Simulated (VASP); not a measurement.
A VASP calculation is set up with these files.

### KPOINTS
```
Automatic mesh
0
Gamma
5 5 3
0 0 0
```

POSCAR:
```
AuCl
1
    2.9899060000    -2.1849810000     0.0000000000
    2.9899060000     2.1849810000     0.0000000000
   -1.0852270000     0.0000000000     6.4573640000
Au Cl
2 2
Direct
  0.0000000000   0.5000000000   0.0000000000
  0.5000000000   0.0000000000   0.5000000000
  0.5816000000   0.4184000000   0.2500000000
  0.4184000000   0.5816000000   0.7500000000
```

### INCAR
```
SYSTEM = AuCl
PREC = Accurate
ENCUT = 400
EDIFF = 1E-6
NELM = 60
ALGO = Normal
LREAL = .FALSE.
LASPH = .TRUE.
ISMEAR = 0
SIGMA = 0.05
GGA = PE
LMAXMIX = 6
LWAVE = .FALSE.
LCHARG = .FALSE.
ISIF = 2
IMIX = 1
AMIX = 1.5
BMIX = 0.0001
```

POTCAR, in this order: Au Cl (PBE.64 set). Program: vasp_std.

Q: What happens when VASP runs on this input?

A: There is a fault: simple mixing (IMIX = 1) with AMIX above 1 overshoots. Convergence was not reached. Against the sound run, the energy per atom (σ→0) falls by 3490.547 eV/atom; the pressure rises by 5170.27 GPa; the largest force rises by 70.610 eV/Å; the band gap increases by 79.53 eV.

standard output:
```
...
DAV:  21    -0.157642940894E+05   -0.23073E+04   -0.14150E+05  1512   0.217E+03    0.725E+03
DAV:  22    -0.140464669527E+05    0.17178E+04   -0.10760E+05  1952   0.872E+02    0.733E+03
DAV:  23    -0.157033772880E+05   -0.16569E+04   -0.13868E+05  1408   0.218E+03    0.733E+03
DAV:  24    -0.139042382593E+05    0.17991E+04   -0.10678E+05  1952   0.893E+02    0.732E+03
DAV:  25    -0.157129612646E+05   -0.18087E+04   -0.14032E+05  1446   0.218E+03    0.733E+03
DAV:  26    -0.139250267762E+05    0.17879E+04   -0.10646E+05  1936   0.900E+02    0.734E+03
DAV:  27    -0.158367291207E+05   -0.19117E+04   -0.14128E+05  1440   0.218E+03    0.735E+03
DAV:  28    -0.140078059837E+05    0.18289E+04   -0.10666E+05  1936   0.898E+02    0.736E+03
DAV:  29    -0.158529650142E+05   -0.18452E+04   -0.14082E+05  1466   0.219E+03    0.737E+03
DAV:  30    -0.140286639454E+05    0.18243E+04   -0.10653E+05  1936   0.883E+02    0.736E+03
DAV:  31    -0.156268933169E+05   -0.15982E+04   -0.13817E+05  1416   0.219E+03    0.732E+03
DAV:  32    -0.138287878138E+05    0.17981E+04   -0.10553E+05  1928   0.902E+02    0.726E+03
DAV:  33    -0.158121779290E+05   -0.19834E+04   -0.14091E+05  1456   0.218E+03    0.726E+03
DAV:  34    -0.139876538149E+05    0.18245E+04   -0.10636E+05  1936   0.887E+02    0.730E+03
DAV:  35    -0.156409832133E+05   -0.16533E+04   -0.13851E+05  1416   0.219E+03    0.729E+03
DAV:  36    -0.138443662109E+05    0.17966E+04   -0.10554E+05  1936   0.893E+02    0.726E+03
DAV:  37    -0.157500402085E+05   -0.19057E+04   -0.14063E+05  1470   0.218E+03    0.727E+03
DAV:  38    -0.140163058265E+05    0.17337E+04   -0.10691E+05  1960   0.881E+02    0.733E+03
DAV:  39    -0.158196455773E+05   -0.18033E+04   -0.14026E+05  1452   0.218E+03    0.735E+03
DAV:  40    -0.140218097443E+05    0.17978E+04   -0.10760E+05  1928   0.881E+02    0.734E+03
DAV:  41    -0.156982260209E+05   -0.16764E+04   -0.13908E+05  1410   0.218E+03    0.732E+03
DAV:  42    -0.139032653850E+05    0.17950E+04   -0.10743E+05  1920   0.895E+02    0.730E+03
DAV:  43    -0.158668196918E+05   -0.19636E+04   -0.14135E+05  1486   0.218E+03    0.731E+03
DAV:  44    -0.140516194275E+05    0.18152E+04   -0.10706E+05  1936   0.887E+02    0.735E+03
DAV:  45    -0.157818901922E+05   -0.17303E+04   -0.14003E+05  1446   0.218E+03    0.736E+03
DAV:  46    -0.139579576463E+05    0.18239E+04   -0.10668E+05  1952   0.894E+02    0.736E+03
DAV:  47    -0.157496569878E+05   -0.17917E+04   -0.13935E+05  1418   0.218E+03    0.737E+03
DAV:  48    -0.139300942697E+05    0.18196E+04   -0.10616E+05  1928   0.889E+02    0.735E+03
DAV:  49    -0.157013807196E+05   -0.17713E+04   -0.13984E+05  1434   0.217E+03    0.735E+03
DAV:  50    -0.138821395805E+05    0.18192E+04   -0.10548E+05  1920   0.895E+02    0.734E+03
DAV:  51    -0.156791603633E+05   -0.17970E+04   -0.13902E+05  1412   0.218E+03    0.732E+03
DAV:  52    -0.138730325093E+05    0.18061E+04   -0.10645E+05  1952   0.900E+02    0.731E+03
DAV:  53    -0.157728264557E+05   -0.18998E+04   -0.14054E+05  1460   0.218E+03    0.732E+03
DAV:  54    -0.140082477709E+05    0.17646E+04   -0.10710E+05  1944   0.886E+02    0.735E+03
DAV:  55    -0.157848081636E+05   -0.17766E+04   -0.13944E+05  1426   0.218E+03    0.736E+03
DAV:  56    -0.139263231039E+05    0.18585E+04   -0.10586E+05  1944   0.897E+02    0.734E+03
DAV:  57    -0.157532888238E+05   -0.18270E+04   -0.14014E+05  1432   0.218E+03    0.733E+03
DAV:  58    -0.139263331244E+05    0.18270E+04   -0.10632E+05  1928   0.893E+02    0.730E+03
DAV:  59    -0.157890812544E+05   -0.18627E+04   -0.14017E+05  1454   0.219E+03    0.729E+03
DAV:  60    -0.139712871438E+05    0.18178E+04   -0.10617E+05  1936   0.892E+02

 -----------------------------------------------------------------------------
|                                                                             |
|           W    W    AA    RRRRR   N    N  II  N    N   GGGG   !!!           |
|           W    W   A  A   R    R  NN   N  II  NN   N  G    G  !!!           |
|           W    W  A    A  R    R  N N  N  II  N N  N  G       !!!           |
|           W WW W  AAAAAA  RRRRR   N  N N  II  N  N N  G  GGG   !            |
|           WW  WW  A    A  R   R   N   NN  II  N   NN  G    G                |
|           W    W  A    A  R    R  N    N  II  N    N   GGGG   !!!           |
|                                                                             |
|     The electronic self-consistency was not achieved in the given           |
|     number of steps (NELM). The forces and other quantities evaluated       |
|     might not be reliable so examine the results carefully. If you find     |
|     spurious results, we suggest increasing NELM, if you were close to      |
|     convergence or switching to a different ALGO or adjusting the           |
|     density mixing parameters otherwise.                                    |
|                                                                             |
 -----------------------------------------------------------------------------

   1 F= -.13971287E+05 E0= -.13971287E+05  d E =0.000000E+00
```

File OUTCAR:
```
------------------------ aborting loop EDIFF was not reached (unconverged)  ----------------------------
  FORCE on cell =-STRESS in cart. coord.  units (eV):
  Direction    XX          YY          ZZ          XY          YZ          ZX
  --------------------------------------------------------------------------------------
  Total     2726.4169717   2746.6958729   2711.9114479      0.0000000      0.0000000     27.5873272
  in kB    51774.0806129  52159.1726516  51498.6237912      0.0000000      0.0000000    523.8774989
  external PRESSURE =   51810.6256852 kB  Pullay stress =       0.0000000 kB
  volume of cell :       84.37
      direct lattice vectors                 reciprocal lattice vectors
     2.989906000 -2.184981000  0.000000000     0.167229338 -0.228834942  0.028104625
     2.989906000  2.184981000  0.000000000     0.167229338  0.228834942  0.028104625
    -1.085227000  0.000000000  6.457364000     0.000000000  0.000000000  0.154861953
 POSITION                                       TOTAL-FORCE (eV/Angst)
 -----------------------------------------------------------------------------------
      1.49495      1.09249      0.00000         0.000000      0.000000     -0.000000
      0.95234     -1.09249      3.22868         0.000000     -0.000000     -0.000000
      2.71860     -0.35659      1.61434        -0.000000    -70.902849      0.000000
      2.17599      0.35659      4.84302        -0.000000     70.902849     -0.000000
 -----------------------------------------------------------------------------------
    total drift:                               -0.000000     -0.000000      0.000000
  FREE ENERGIE OF THE ION-ELECTRON SYSTEM (eV)
  ---------------------------------------------------
  free  energy   TOTEN  =    -13971.2871437792 eV

  energy  without entropy=   -13971.2871437792  energy(sigma->0) =   -13971.28714378
```
(Selected blocks of OUTCAR.)

To mend it, remove IMIX, remove AMIX, remove BMIX.

The mended run (PBE GGA, plane waves, VASP's PBE PAW potentials (set 64)) converges, and its OSZICAR ends with
```
   1 F= -.91009321E+01 E0= -.91004124E+01  d E =-.103947E-02
```

The structure was generated: AuCl was put into the tenorite type (C2/c), which need not be its known phase. The cell was not relaxed at this level.
